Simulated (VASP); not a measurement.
An input for Ansatz (written as the equivalent of a VASP run, and not itself run):

Ansatz 0.2 input:
```yaml
crystal:
  lattice:
    - [3.1241979, 0.0000000, 0.0000000]
    - [-1.5620989, 2.7056347, 0.0000000]
    - [0.0000000, 0.0000000, 7.2334698]
  atoms:
    - { symbol: Re, position: [0.0000000, 0.0000000, 0.0000000] }
    - { symbol: Se, position: [0.3333330, 0.6666670, 0.2464312] }
    - { symbol: Se, position: [0.6666670, 0.3333330, 0.7535688] }
kpoints:
  mp_grid: { grid: [10, 10, 4] }
hamiltonian:
  xc: pbesol
  pseudopotentials: { kind: paw }
scf:
  occupations: { method: methfessel_paxton, width: 0.1 }
  max_iter: 100
relax:
  max_steps: 60
  f_tol: 0.02
  cell: {}
output: { forces: true, stress: true, eigenvalues: true }
```

Problem. Translate this input to VASP (INCAR, KPOINTS, POSCAR, choice of POTCAR).

Solution. Several could match; the one computed here: 
INCAR:
```
ALGO = Normal
EDIFF = 1E-6
EDIFFG = -0.02
ENCUT = 400
GGA = PS
IBRION = 2
ISIF = 3
ISMEAR = 1
LASPH = .TRUE.
LCHARG = .FALSE.
LMAXMIX = 6
LREAL = .FALSE.
LWAVE = .FALSE.
NELM = 100
NSW = 60
PREC = Accurate
SIGMA = 0.1
SYSTEM = ReSe2
```

File KPOINTS:
```
Automatic mesh
0
Gamma
10 10 4
0 0 0
```

POSCAR:
```
ReSe2
1.0
  3.1241978669   0.0000000000   0.0000000000
 -1.5620989334   2.7056346585   0.0000000000
  0.0000000000   0.0000000000   7.2334697629
Re Se
1 2
Cart
  0.0000000000   0.0000000000   0.0000000000
 -0.0000015621   1.8037573409   1.7825528841
  1.5621004956   0.9018773176   5.4509168788
```

POTCAR, in this order: Re Se (PBE.64 set). Program: vasp_std.

The two are equivalent in intent, not identical: each code has its own PAW files, so the cut-off isn't converted (ENCUT is set for VASP's; basis.ecutwfc is left out, and Ansatz then takes the one that its files recommend); Ansatz stops its SCF on the density residual and VASP on the energy change (EDIFF).

The structure was generated: ReSe2 was put into the CdI2 type (P-3m1), which need not be its known phase. This run relaxes it. Symmetry was kept, so distortions that lower it aren't found. The start is the result of an earlier pass.
